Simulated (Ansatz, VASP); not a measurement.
# InBiP2: VASP beside Ansatz

One calculation is typed for both programs; each brings its own data sets and cutoff. How far apart do they land? The cell is invented: As first built, before any earlier steps moved the atoms (in the runner's words): it takes the InBi3 structure with some of its atoms replaced by other elements, volume scaled by an estimate. It may not be a known or stable phase. The cell is taken from a series of VASP runs on this material, whose earlier steps may have relaxed, scaled or displaced it; both programs get it as it stands.

Main program and level: Ansatz 0.2.0; plane waves, with VASP 6.6.1 beside it; band structure at LDA and band structure at r2SCAN.

## (1) Starting point

Symmetry: C222, No. 21, orthorhombic system. Conventional cell: a = 3.435 Å, b = 7.383 Å, c = 7.423 Å, α = 90.00°, β = 90.00°, γ = 90.00°. Bi has 4 P at 2.85 Å nearest. In has 4 P at 2.66 Å nearest. P has 2 In at 2.66 Å and 2 Bi at 2.85 Å nearest. As first built, before any earlier steps moved the atoms (in the runner's words): sites of the InBi3 structure (space group 21) filled with other elements, volume scaled by an estimate. Farther neighbours are not listed.

Structure file:

```xyz
4
Lattice="1.7176 -3.6916 0.0000 1.7176 3.6916 0.0000 0.0000 0.0000 7.4227" Properties=species:S:1:pos:R:3 pbc="T T T"
Bi    0.0000    0.0000    3.7114
In    1.7176    0.0000    0.0000
P     0.8588    1.8458    5.7038
P     0.8588   -1.8458    1.7189
```

## (2) VASP: band structure, LDA

A single point gives forces, pressure and levels at one fixed geometry, so differences don't come from the geometry; what else differs is listed under the comparison.

Lines of VASP's logs that name or quote its potential files are left out, and so is its time.

The input, INCAR:

```
SYSTEM = InBiP2
PREC = Accurate
ENCUT = 400
EDIFF = 1E-06
NELM = 100
ISMEAR = 0
SIGMA = 0.02
LREAL = .FALSE.
ALGO = Normal
GGA = CA
NBANDS = 33
LORBIT = 11
LWAVE = .FALSE.
LCHARG = .FALSE.
KPAR = 4
```

The input, POSCAR:

```
InBiP2
1.0
    1.7175892218     -3.6915626403      0.0000000000
    1.7175892218      3.6915626403      0.0000000000
    0.0000000000      0.0000000000      7.4227299586
Bi In P
1 1 2
Direct
    0.0000000000      0.0000000000      0.5000000000
    0.5000000000      0.5000000000      0.0000000000
    0.0000000000      0.5000000000      0.7684266955
    0.5000000000      0.0000000000      0.2315733045
```

The input, KPOINTS:

```
Automatic mesh
0
Gamma
5 5 2
0 0 0
```

The input, KPOINTS_OPT:

```
Line mode
16
Line-mode
Reciprocal
  0.00000000   0.00000000   0.00000000 GAMMA
  0.30412004   0.30412004   0.00000000 X

  0.30412004   0.30412004   0.00000000 X
  0.00000000   0.50000000   0.00000000 S

  0.00000000   0.50000000   0.00000000 S
  0.00000000   0.50000000   0.50000000 R

  0.00000000   0.50000000   0.50000000 R
  0.30412004   0.30412004   0.50000000 A

  0.30412004   0.30412004   0.50000000 A
  0.00000000   0.00000000   0.50000000 Z

  0.00000000   0.00000000   0.50000000 Z
  0.00000000   0.00000000   0.00000000 GAMMA

  0.00000000   0.00000000   0.00000000 GAMMA
 -0.50000000   0.50000000   0.00000000 Y

 -0.50000000   0.50000000   0.00000000 Y
 -0.30412004   0.69587996   0.00000000 X1

 -0.30412004   0.69587996   0.00000000 X1
 -0.30412004   0.69587996   0.50000000 A1

 -0.30412004   0.69587996   0.50000000 A1
 -0.50000000   0.50000000   0.50000000 T

 -0.50000000   0.50000000   0.50000000 T
 -0.50000000   0.50000000   0.00000000 Y

  0.00000000   0.00000000   0.50000000 Z
 -0.50000000   0.50000000   0.50000000 T
```

PAW data sets: Bi_d, In_d and P (PBE family, release 64).

The run is started by

```bash
$ mpirun -np 4 vasp_std
```

Numbers of over 12 decimals in the logs are rounded to 6 here.

The log of the run:

```text
[banner, memory and clock lines left out]
running    4 mpi-ranks, on    1 nodes
 distrk:  each k-point on    1 cores,    4 groups
 distr:  one band on    1 cores,    1 groups

 POSCAR found type information on POSCAR BiInP
 POSCAR found :  3 types and       4 ions
|                                                                             |
|               ----> ADVICE to this user running VASP <----                  |
|                                                                             |
|     You enforced a specific xc type in the INCAR file but a different       |
|     [... a line on the potential file left out ...]
|     I HOPE YOU KNOW WHAT YOU ARE DOING!                                     |
|                                                                             |

 LDA part: xc-table for (Slater(with rela. corr.)+CA(PZ))
 , standard interpolation
 POSCAR, INCAR and KPOINTS ok, starting setup
 FFT: planning ... GRIDC
 FFT: planning ... GRID_SOFT
 FFT: planning ... GRID
 WAVECAR not read
 entering main loop
       N       E                     dE             d eps       ncg     rms          rms(c)
DAV:   1     0.323774045728E+03    0.32377E+03   -0.15206E+04  1204   0.111E+03
DAV:   2     0.153214589663E+02   -0.30845E+03   -0.29469E+03  1212   0.333E+02
DAV:   3    -0.182182674793E+02   -0.33540E+02   -0.33002E+02  1467   0.118E+02
DAV:   4    -0.195497724366E+02   -0.13315E+01   -0.13284E+01  1392   0.245E+01
DAV:   5    -0.196134819675E+02   -0.63710E-01   -0.63699E-01  1832   0.509E+00    0.529E+00
DAV:   6    -0.189605113351E+02    0.65297E+00   -0.16718E+00  1670   0.973E+00    0.266E+00
DAV:   7    -0.189541018632E+02    0.64095E-02   -0.27190E-01  1648   0.234E+00    0.121E+00
DAV:   8    -0.189469745431E+02    0.71273E-02   -0.18517E-02  1576   0.739E-01    0.433E-01
DAV:   9    -0.189460899968E+02    0.88455E-03   -0.33626E-03  1696   0.279E-01    0.140E-01
DAV:  10    -0.189461032113E+02   -0.13214E-04   -0.39094E-04  1664   0.106E-01    0.913E-02
DAV:  11    -0.189461013316E+02    0.18797E-05   -0.35170E-05  1552   0.413E-02    0.133E-02
DAV:  12    -0.189460998196E+02    0.15120E-05   -0.44172E-06  1296   0.129E-02    0.878E-03
DAV:  13    -0.189460998244E+02   -0.47789E-08   -0.49076E-07   864   0.447E-03
   1 F= -.18946100E+02 E0= -.18945697E+02  d E =-.806397E-03
 Start KPOINTS_OPT (optional k-point list driver)
k-point batch [1-18\192]
       N       E                     dE             ncg
DAV:   1     0.253873626861E+04   -0.99945E+04     1196
DAV:   2    -0.309808299718E+04   -0.56368E+04     1252
DAV:   3    -0.370995854452E+04   -0.61188E+03     1482
DAV:   4    -0.373422182429E+04   -0.24263E+02     1438
DAV:   5    -0.373531950407E+04   -0.10977E+01     1816
DAV:   6    -0.373534344470E+04   -0.23941E-01     1600
DAV:   7    -0.373534398502E+04   -0.54032E-03     1824
DAV:   8    -0.373534399791E+04   -0.12884E-04     1528
DAV:   9    -0.373534399818E+04   -0.27694E-06     1048
[...]
k-point batch [181-192\192]
       N       E                     dE             ncg
DAV:   1     0.432957153988E+04   -0.61933E+04      792
DAV:   2     0.644260624624E+03   -0.36853E+04      792
DAV:   3     0.240044912397E+03   -0.40422E+03     1012
DAV:   4     0.223644765011E+03   -0.16400E+02      991
DAV:   5     0.222935879188E+03   -0.70889E+00     1176
DAV:   6     0.222920197974E+03   -0.15681E-01     1112
DAV:   7     0.222919845134E+03   -0.35284E-03     1144
DAV:   8     0.222919837010E+03   -0.81244E-05     1072
DAV:   9     0.222919836815E+03   -0.19447E-06      664
```

From OUTCAR (step 2):

```text
ion  position               nearest neighbor table
   1  0.000  0.000  0.500-   3 2.85   4 2.85   3 2.85   4 2.85
   2  0.500  0.500  0.000-   3 2.66   4 2.66   4 2.66   3 2.66
   3  0.000  0.500  0.768-   2 2.66   2 2.66   1 2.85   1 2.85
   4  0.500  0.000  0.232-   2 2.66   2 2.66   1 2.85   1 2.85

  LATTYP: Found a base centered orthorhombic cell.
 ALAT       =     3.4351784436
 B/A-ratio  =     2.1492697983
 C/A-ratio  =     2.1607989455

 Subroutine GETGRP returns: Found  4 space group operations
 (whereof  4 operations were pure point group operations)

The static configuration has the point symmetry D_2 .

 Found     18 irreducible k-points:

   k-points           NKPTS =     18   k-points in BZ     NKDIM =     18   number of bands    NBANDS=     33

   dimension x,y,z NGX =    28 NGY =   28 NGZ =   48
   dimension x,y,z NGXF=    56 NGYF=   56 NGZF=   96

   ENCUT  =  400.0 eV  29.40 Ry    5.42 a.u.   6.64  6.64 12.10*2*pi/ulx,y,z

   NELECT =      38.0000    total number of electrons

 k-points in reciprocal lattice and weights: Automatic mesh
   0.00000000  0.00000000  0.00000000       0.020
   0.20000000 -0.00000000  0.00000000       0.080
   0.40000000 -0.00000000  0.00000000       0.080
   0.20000000  0.20000000  0.00000000       0.040
   0.40000000  0.20000000  0.00000000       0.080
  -0.40000000  0.20000000  0.00000000       0.080
  -0.20000000  0.20000000  0.00000000       0.040
   0.40000000  0.40000000  0.00000000       0.040
  -0.40000000  0.40000000  0.00000000       0.040
[...]
0.40000000  0.40000000  0.50000000       0.040
  -0.40000000  0.40000000  0.50000000       0.040

 average (electrostatic) potential at core
       1-104.0858       2 -94.0276       3 -81.4566       4 -81.4566

 E-fermi :   6.8630

 k-point     1 :       0.0000    0.0000    0.0000
  band No.  band energies     occupation
    ...
     13      -3.1935      2.00000
     14       3.0925      2.00000
     15       4.4170      2.00000
     16       4.5821      2.00000
     17       6.1909      2.00000
     18       7.0410      0.00000
     19       8.3470      0.00000
     20       8.4333      0.00000
     21       9.1581      0.00000
     22       9.2007      0.00000
    ...

 k-point     2 :       0.2000   -0.0000    0.0000
  band No.  band energies     occupation
    ...
     15       4.3246      2.00000
     16       4.7847      2.00000
     17       5.2183      2.00000
     18       5.8619      2.00000
     19       6.7107      2.00000
     20       7.7868      0.00000
     21       8.0917      0.00000
     22       9.0683      0.00000
     23      10.3036      0.00000
     24      11.4433      0.00000
    ...

 k-point     3 :       0.4000   -0.0000    0.0000
  band No.  band energies     occupation
    ...
     16       3.3395      2.00000
     17       4.6357      2.00000
     18       5.1832      2.00000
     19       6.1236      2.00000
     20       6.5624      2.00000
     21       7.1590      0.00000
     22       7.8822      0.00000
     23       9.6685      0.00000
     24      10.9077      0.00000
     25      11.8992      0.00000
    ...

  Total       -2.4712420     -1.9334055     -2.4789002      0.0000000      0.0000000      0.0000000
  in kB      -42.0632330    -32.9086702    -42.1935835      0.0000000      0.0000000      0.0000000
  external PRESSURE =     -39.0551622 kB  Pullay stress =       0.0000000 kB

  energy-cutoff  :      400.00
  volume of cell :       94.13
      direct lattice vectors                 reciprocal lattice vectors
     1.717589222 -3.691562640  0.000000000     0.291105693 -0.135443997  0.000000000
     1.717589222  3.691562640  0.000000000     0.291105693  0.135443997  0.000000000
     0.000000000  0.000000000  7.422729959     0.000000000  0.000000000  0.134721323

 POSITION                                       TOTAL-FORCE (eV/Angst)
 -----------------------------------------------------------------------------------
      0.00000      0.00000      3.71136        -0.000000      0.000000      0.000000
      1.71759      0.00000      0.00000        -0.000000      0.000000      0.000000
      0.85879      1.84578      5.70382         0.000000     -0.000000      0.030975
      0.85879     -1.84578      1.71891        -0.000000     -0.000000     -0.030975
 -----------------------------------------------------------------------------------
    total drift:                                0.000000      0.000000      0.000000

  FREE ENERGIE OF THE ION-ELECTRON SYSTEM (eV)
  ---------------------------------------------------
  free  energy   TOTEN  =       -18.9460998244 eV

  energy  without entropy=      -18.9452934275  energy(sigma->0) =      -18.94569663

 total charge
# of ion       s       p       d       tot
------------------------------------------
    1        1.573   1.192   9.955  12.719
    2        0.883   0.624   9.895  11.402
    3        1.093   1.312   0.000   2.405
    4        1.093   1.312   0.000   2.405
--------------------------------------------------
tot          4.642   4.441  19.849  28.932

[... 3 further parts left out ...]
```

The PAW data sets were made with PBE, though LDA sets exist; this is a small mismatch. At this level the cell is under a tension of 3.9 GPa, so at these settings it is away from equilibrium.

## (3) Ansatz: band structure, LDA

Ansatz runs on its default PAW (the set named soft_2) files.

The same cell, functional (in two slightly different forms), mesh and smearing now go to Ansatz, which takes its cutoff from its data sets.

The input, input.yaml:

```yaml
crystal:
  lattice:
    - [1.7175892218, -3.6915626403, 0.0]
    - [1.7175892218, 3.6915626403, 0.0]
    - [0.0, 0.0, 7.4227299586]
  atoms:
    - { symbol: Bi, position: [0.0, 0.0, 0.5] }
    - { symbol: In, position: [0.5, 0.5, 0.0] }
    - { symbol: P, position: [0.0, 0.5, 0.7684266955] }
    - { symbol: P, position: [0.5, 0.0, 0.2315733045] }
hamiltonian:
  xc: lda
  pseudopotentials: { kind: paw }
kpoints:
  mp_grid: { grid: [5, 5, 2] }
  band_path:
    path:
      - [0.0, 0.0, 0.0]
      - [0.12165, 0.12165, 0.0]
      - [0.26357, 0.26357, 0.0]
      - [0.2433, 0.3433, 0.0]
      - [0.10137, 0.43471, 0.0]
      - [0.0, 0.5, 0.0]
      - [0.0, 0.5, 0.23333]
      - [0.0, 0.5, 0.46667]
      - [0.0811, 0.44777, 0.5]
      - [0.22302, 0.35635, 0.5]
      - [0.28385, 0.28385, 0.5]
      - [0.14192, 0.14192, 0.5]
      - [0.0, 0.0, 0.5]
      - [0.0, 0.0, 0.33333]
      - [0.0, 0.0, 0.1]
      - [-0.06667, 0.06667, 0.0]
      - [-0.3, 0.3, 0.0]
      - [-0.5, 0.5, 0.0]
      - [-0.42165, 0.57835, 0.0]
      - [-0.33024, 0.66976, 0.0]
      - [-0.30412, 0.69588, 0.1]
      - [-0.30412, 0.69588, 0.33333]
      - [-0.30412, 0.69588, 0.5]
      - [-0.39553, 0.60447, 0.5]
      - [-0.48694, 0.51306, 0.5]
      - [-0.5, 0.5, 0.36667]
      - [-0.5, 0.5, 0.13333]
      - [-0.03333, 0.03333, 0.5]
      - [-0.26667, 0.26667, 0.5]
      - [-0.5, 0.5, 0.5]
    npoints: 1
scf:
  occupations: { method: gaussian, width: 0.02 }
  n_extra_bands: 8
output:
  forces: true
  stress: true
  eigenvalues: true
  write_density: true
  write_potential: true
  elf: true
  volumetric_format: npy
```

The run is started by

```bash
$ ansatz run input.yaml --threads 2 --pin off --max-ram 4608MiB --backend cpu --events-out ev --progress --plain --runs-dir out
```

The log of the run:

```text
scf.n_extra_bands = 8 over 19 filled bands (N_el = 38.0): the run solves 27 bands
Engine: ansatz 0.2.0, aarch64-unknown-linux-gnu
Pseudopotentials: kind: paw
Pseudopotential: Bi, paw, valence charge 15, recommended cutoff 420 eV (normal), Bi.paw.azcp
Pseudopotential: In, paw, valence charge 13, recommended cutoff 420 eV (normal), In.paw.azcp
Pseudopotential: P, paw, valence charge 5, recommended cutoff 420 eV (normal), P.paw.azcp
Functional definition: SPW92
  exchange = slater_x
  correlation = pw_c
Crystal: 4 atoms, lattice volume = 94.129 Å³
Basis set: ecut = 420 eV, 1837 PW (Γ)
Bands: 27, of which v1, the nominal top of the filled ones, is band 19 counted from 1 (18 counted from 0)
Symmetry: 4 space group operations
Space group: C222 (ITA 21), of the structure as read, at distance tolerance 4.5e-5 Å
k-points: 18 of 50
Non-local potential: Bi, projectors of the file, l = 0: 2, l = 1: 2, l = 2: 2, l = 3: 2
Non-local potential: In, projectors of the file, l = 0: 2, l = 1: 2, l = 2: 2, l = 3: 2
Non-local potential: P, projectors of the file, l = 0: 2, l = 1: 2, l = 2: 2
PAW form: soft (Blöchl's): semilocal exchange-correlation on the pseudo side does not see the compensation charge
PAW frozen core: Bi, regenerated for the run's functional, and the local potential with it (the file was generated under x = pbe(κ = 0.804, μ = 0.219515), c = pbe(β = 0.066725))
PAW frozen core: In, regenerated for the run's functional, and the local potential with it (the file was generated under x = pbe(κ = 0.804, μ = 0.219515), c = pbe(β = 0.066725))
PAW frozen core: P, regenerated for the run's functional, and the local potential with it (the file was generated under x = pbe(κ = 0.804, μ = 0.219515), c = pbe(β = 0.066725))
PAW one-centre angular grid: Bi, 590 points (default); XC on 64 Gauss nodes
PAW one-centre angular grid: In, 590 points (default); XC on 64 Gauss nodes
PAW one-centre angular grid: P, 110 points (default); XC on 64 Gauss nodes
Initial density: superposition of atomic densities (neutral atoms: chi_scale 0, normalization atom), corrected by the library's trained network
Initial wavefunctions: pseudopotential atomic-orbital guess
Functional: x = slater, c = lda
SCF iter   1: F=—  HF=-18993.983144 eV  |F-HF|=—  |Δ(HF+E_count)|=         —  Δρ=5.90e-3  dr2=2.57e-2  ethr=1.77e-3  ⟨swp⟩=8.1  Hψ=2819  notcnv=0  defer=1
preconditioner: auto → Resta (q_TF=auto, 2.345 Å⁻¹)  ε∞=3.1  [insulator: Δε(μ)=0.032 eV  Ē_g=16.269 eV  σ=0.020 eV  W_gap=0.51  n_scr=22 (ndim 8)  ℏωp=23.6 eV  f_vac=0.000  D(μ)=2.78/eV (n_scr^D=22)  ε∞_Penn≈3.1]
SCF iter   2: F=—  HF=-18993.972999 eV  |F-HF|=—  |Δ(HF+E_count)|=   1.01e-2  Δρ=2.98e-3  dr2=8.02e-3  ethr=6.77e-5  ⟨swp⟩=2.5  Hψ=942  notcnv=0  defer=39
preconditioner: auto → Kerker (q_TF=auto, 2.345 Å⁻¹)  [metal: Δε(μ)=0.027 eV  Ē_g=16.287 eV  σ=0.020 eV  W_gap=0.49  n_scr=22 (ndim 8)  ℏωp=23.6 eV  f_vac=0.000  D(μ)=2.91/eV (n_scr^D=22)]
SCF iter   3: F=—  HF=-18993.970948 eV  |F-HF|=—  |Δ(HF+E_count)|=   2.05e-3  Δρ=5.57e-4  dr2=5.73e-4  ethr=2.11e-5  ⟨swp⟩=2.8  Hψ=754  notcnv=0  defer=41
SCF iter   4: F=—  HF=-18993.970797 eV  |F-HF|=—  |Δ(HF+E_count)|=   1.52e-4  Δρ=1.53e-4  dr2=3.00e-5  ethr=1.51e-6  ⟨swp⟩=3.0  Hψ=815  notcnv=0  defer=41
SCF iter   5: F=—  HF=-18993.970786 eV  |F-HF|=—  |Δ(HF+E_count)|=   1.01e-5  Δρ=3.84e-5  dr2=4.78e-6  ethr=7.91e-8  ⟨swp⟩=3.0  Hψ=818  notcnv=0  defer=41
SCF iter   6: F=—  HF=-18993.970786 eV  |F-HF|=—  |Δ(HF+E_count)|=   8.93e-7  Δρ=9.84e-6  dr2=3.49e-7  ethr=1.26e-8  ⟨swp⟩=1.6  Hψ=466  notcnv=0  defer=41
SCF iter   7: F=-18993.970785 eV  HF=-18993.970785 eV  |F-HF|=1.79e-8  |Δ(HF+E_count)|=   6.28e-8  Δρ=3.16e-6  dr2=2.22e-8  ethr=2.63e-10  ⟨swp⟩=16.6  Hψ=3789  notcnv=0
SCF 1 converged in 7 iterations: F = -18993.970785 eV  dr2 = 2.22e-8
  greatest PAW one-centre occupation: 0.989 electrons in one spin orbital (limit 2), on the Bi atom at site 0 (counted from 0), in its partial waves of l = 2
NSCF: frozen V_eff on 30 k-points
SCF converged after 7 iterations
Free energy (F): -18993.970785 eV
Harris-Foulkes:  -18993.970785 eV  (|F-HF|=1.79e-8)
Internal energy: -18993.970144 eV  (E = F + TS)
E sigma→0 (E₀):  -18993.970465 eV
Entropy (-TS):   -0.000642 eV (-0.160 meV/atom)
Fermi energy:    9.277478 eV
--- Per-component energies (eV) ---
  E_band       = -118.523780
  E_kinetic    = 682.507576
  E_local      = -2815.673755  (includes V_loc(G=0)·N_el)
  E_nonlocal   = 1005.427643
  E_hartree    = 991.618048
  E_xc         = -484.659694
  E_vxc        = -365.225505  (∫ρ·V_xc dr)
  E_paw        = -15448.046400  (= ΣΔE_a)
  E_vpaw       = -608.798582  (= ΣTr[D̂ρ^β])
  E_aug_tail   = -0.000495  (compensation charges beyond the density's cutoff)
  E_ewald      = -2925.657421
  E_core_change = 0.514355  (= ΣΔE_core)
  E_smearing   = -0.000642  (= −TS)
  E_closure    = -0.000000  (closes the sum)
  Σ components = -18993.970785   (vs F -18993.970785, Δ=0.00e0)
--- Forces (eV/Å), atoms counted from 1 ---
  atom   1  Bi     0.00000000     0.00000000     0.00000000
  atom   2  In     0.00000000     0.00000000     0.00000000
  atom   3  P      0.00000000     0.00000000     0.01756857
  atom   4  P      0.00000000     0.00000000    -0.01756857
  max |Σ_I F_I| component: 0.00e0 eV/Å
--- Stress (GPa, compression-positive) ---
       -4.321647       0.000000       0.000000
        0.000000      -3.432618       0.000000
        0.000000       0.000000      -4.525464
  P = ⅓ Tr σ = -4.0932 GPa (-40.932 kbar)
--- Band table (eV; the first three rows and the last of 18) ---
  k-point 0: bands = [... 15 lower, 7.0065, 8.6115, 9.4588, 10.7646, 10.8441, 11.5560, 11.6114, 13.1774, ... 4 higher]
  k-point 1: bands = [... 15 lower, 7.7170, 8.7773, 9.2584, 10.1885, 10.3274, 12.2376, 12.6628, 13.1277, ... 4 higher]
  k-point 2: bands = [... 15 lower, 7.2070, 7.6342, 8.2839, 9.1288, 10.1970, 10.5041, 11.4782, 12.7093, ... 4 higher]
  k-point 17: bands = [... 15 lower, 5.4895, 6.8546, 7.6363, 10.0860, 10.1576, 11.7294, 12.7264, 13.6670, ... 4 higher]
```

Run time: 4.2 s. Hardware: 2 threads of Arm Neoverse V2, shared host; peak memory 0.35 GiB; 8.1 s of CPU time.

The column dr2 measures how far the density is from self-consistency, as an energy; F and HF (Harris–Foulkes) agree once it is small.

## (4) Differences

Known differences besides the potentials themselves: the two LDA forms differ slightly; the cutoff is 420 eV in Ansatz and 400 eV in VASP; Ansatz makes its cores anew for this functional, VASP keeps those of its PBE data sets; VASP's log shows a relativistic correction to its local exchange, Ansatz's none. Total energies have different zeros and are not compared.

The two programs side by side:

| quantity | Ansatz | VASP | difference |
| --- | --- | --- | --- |
| pressure (GPa) | -4.09 | -3.91 | -0.19 |

At this near-relaxed geometry the largest component of a force difference is 13 meV/Å. Levels from 3 eV below to 2 eV above the Fermi level differ by 7 meV r.m.s. and 13 meV at most; each VASP level is matched to the nearest of Ansatz, which flatters the figure a little.

[end of part 1 of 2]

[Lines on the potential files, build, host, timing and source positions are cut from VASP's logs without a mark.]

[Logs are printed without paths, hosts, clocks, repeated set-up lines and the standing remarks that a program may print on its own settings, such as how far it seeks lower states.]

[Hosts, paths, dates, database ids (printed as entryN), source tags and the programs' standing remarks are cut or masked in the printed files.]

[VASP's PBE data sets in a run with another functional are called a small mismatch above; for pressures it isn't always small: they can move by 1 GPa and more.]
